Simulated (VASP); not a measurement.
The input files of a VASP run:

POSCAR:
```
Sb
1
    3.9573420000    -2.1550000000     0.0000000000
    3.9573420000     2.1550000000     0.0000000000
    2.7838200000     0.0000000000     3.5432930000
Sb
2
Direct
  0.2335000000   0.2335000000   0.2335000000
  0.7665000000   0.7665000000   0.7665000000
```

**INCAR**
```
! general
SYSTEM  = Sb
PREC    = Accurate
ENCUT   = 300   ! plane-wave cut-off (eV)
LREAL   = .FALSE.   ! projection in real space or not
LASPH   = .TRUE.

! electronic loop
EDIFF   = 1E-6
NELM    = 100   ! most electronic steps
ALGO    = Normal
LMAXMIX = 4   ! l cut-off of mixed one-centre charges

! smearing
ISMEAR  = -1   ! Fermi-Dirac
SIGMA   = 0.1

! functional
GGA     = PE   ! PBE

! ions
ISIF    = 2   ! forces and stress, cell fixed

! output
LWAVE   = .FALSE.
LCHARG  = .FALSE.
```

File KPOINTS:
```
Automatic mesh
0
Gamma
6 6 6
0 0 0
```

POTCAR, in this order: Sb (PBE.64 set). Program: vasp_std.

Write an equivalent input for Quantum ESPRESSO's pw.x.

One equivalent input (not run):
```
&CONTROL
  calculation = 'scf'
  pseudo_dir = './pseudo'
  outdir = './out'
  tprnfor = .true.
  tstress = .true.
/
&SYSTEM
  ibrav = 0
  nat = 2
  ntyp = 1
  ecutwfc = 80
  occupations = 'smearing'
  smearing = 'fermi-dirac'
  degauss = 0.00735
  input_dft = 'pbe'
/
&ELECTRONS
  conv_thr = 7.3e-08
  electron_maxstep = 100
/
ATOMIC_SPECIES
  Sb 121.760 Sb.upf
CELL_PARAMETERS angstrom
     3.9573420   -2.1550000    0.0000000
     3.9573420    2.1550000    0.0000000
     2.7838200    0.0000000    3.5432930
ATOMIC_POSITIONS crystal
  Sb   0.2335000  0.2335000  0.2335000
  Sb   0.7665000  0.7665000  0.7665000
K_POINTS automatic
  6 6 6 0 0 0
```
What does not carry over: the potentials are each code's own (VASP's PAW set, PseudoDojo norm-conserving files in pw.x), so ENCUT and ecutwfc are chosen apart and not converted; conv_thr bounds pw.x's estimated SCF error, while EDIFF bounds the energy change between steps.

The structure is a typed Sb crystal (R-3m). The cell was not relaxed at this level. The run is one of a series of settings (KPOINTS 6×6×6 Γ-centred mesh against the base run), some of them coarse on purpose.
